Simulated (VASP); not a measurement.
## BaFeO3: single point with LDA+U

Crystal: BaFeO3.

```
CELL_PARAMETERS angstrom
4.02000 0.00000 0.00000
0.00000 4.02000 0.00000
0.00000 0.00000 4.02000
ATOMIC_POSITIONS crystal
Ba 0.00000 0.00000 0.00000
Fe 0.50000 0.50000 0.50000
O 0.50000 0.50000 0.00000
O 0.00000 0.50000 0.50000
O 0.50000 0.00000 0.50000
```

```
Program             : VASP 6.6.1
Task                : single point
Functional          : LDA
Potentials or basis : VASP PAW LDA potentials, release 64 (Ba_sv, Fe, O)
Cutoff              : 520 eV
k mesh              : 5 × 5 × 5
Occupations         : gaussian, width 0.05 eV
Spin                : collinear spin, typed start
Starting moments    : [0.0, 4.0, 0.0, 0.0, 0.0] μB
Hubbard terms       : Fe d U = 6.0 eV, J = 0.5 eV
```

| Property | Result |
| --- | --- |
| Pressure | -9.4 GPa |
| Band gap on the k mesh | none (metal or under the smearing width) |
| Net moment | 4.84 μB per cell |
| Site moments | Ba +0.00; Fe +4.07; O +0.21 μB |
| Valence electrons inside the program's atomic spheres | Ba 7.96; Fe 6.79; O 4.92 |

Levels at points of the mesh, in eV from the Fermi level:
Spin up:
```
           k point  band 17  band 18  band 19  band 20  band 21  band 22  band 23  band 24  band 25  band 26
(0.00, 0.00, 0.00)    -1.22    -1.22    -0.36    -0.36    -0.36     5.08     5.08     6.28     7.91     7.91
```
Spin down:
```tsv
k point	band 12	band 13	band 14	band 15	band 16	band 17	band 18	band 19	band 20	band 21
(0.00, 0.00, 0.00)	-0.79	-0.79	0.04	0.04	0.04	1.49	1.49	1.49	1.72	1.72
```

Eigenvalues of the final occupation matrices:
```tsv
site	spin	trace	eigenvalues
site 2 d	1	4.94	0.99 0.99 0.99 0.99 0.99
site 2 d	2	0.91	0.12 0.12 0.12 0.28 0.28
```

It took 2.9 min on 1 thread of Intel(R) Xeon(R) Platinum 8488C (Sapphire Rapids) (shared host), peak memory 0.17 GiB.

Caveat: a cell with one magnetic atom can't hold antiferromagnetic order, which such compounds often take. The state reached can hang on the start; a lower one may exist.
